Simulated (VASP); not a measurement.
Method: RPBE GGA, VASP's PBE PAW potentials (set 64) (plane waves; VASP 6.6.1).

VASP input:

INCAR:
```
# general
SYSTEM  = GaSb
PREC    = Accurate
ENCUT   = 520
LREAL   = .FALSE.
LASPH   = .TRUE.

# electronic loop
EDIFF   = 1E-6
NELM    = 100
ALGO    = Normal
LMAXMIX = 4

# smearing
ISMEAR  = 1
SIGMA   = 0.1

# functional
GGA     = RP

# ions
IBRION  = 2
NSW     = 60
ISIF    = 3
EDIFFG  = -0.01

# output
LWAVE   = .FALSE.
LCHARG  = .FALSE.
```

File POSCAR:
```
GaSb
1
   -0.0000000000     3.1440068315     3.1440068315
    3.1440068315     0.0000000000     3.1440068315
    3.1440068315     3.1440068315     0.0000000000
Ga Sb
1 1
Direct
  0.0000000000   0.0000000000   0.0000000000
  0.2500000000   0.2500000000   0.2500000000
```

**KPOINTS**
```
Automatic mesh
0
Gamma
9 9 9
0 0 0
```

POTCAR, in this order: Ga_d Sb (PBE.64 set). Program: vasp_std.

Unless said otherwise, spin-orbit coupling is left out, though it shifts the bands of the heavy elements here.

Estimate the energy per atom (σ→0), band gap (on the k-mesh).

- energy per atom (σ→0): -3.355 eV/atom
- band gap (on the k-mesh): none (metal, semimetal or under 0.01 eV)

### OSZICAR
```
...
DAV:   7    -0.670588735091E+01   -0.37911E-02   -0.36015E-02  1078   0.181E+00    0.346E-01
DAV:   8    -0.670878445016E+01   -0.28971E-02   -0.60621E-03  1016   0.962E-01    0.648E-02
DAV:   9    -0.670989132231E+01   -0.11069E-02   -0.15965E-03   995   0.314E-01    0.348E-02
DAV:  10    -0.671009348512E+01   -0.20216E-03   -0.28946E-04  1040   0.974E-02    0.909E-03
DAV:  11    -0.671013360372E+01   -0.40119E-04   -0.91081E-05  1028   0.735E-02    0.393E-03
DAV:  12    -0.671013763305E+01   -0.40293E-05   -0.94629E-06  1020   0.209E-02    0.101E-03
DAV:  13    -0.671013745794E+01    0.17511E-06   -0.19713E-07   635   0.400E-03
   1 F= -.67101375E+01 E0= -.67101471E+01  d E =-.671014E+01
```

The compound is GaSb in the zinc blende structure. It was relaxed first, which changed the volume by +10 %. The start is the result of an earlier pass.
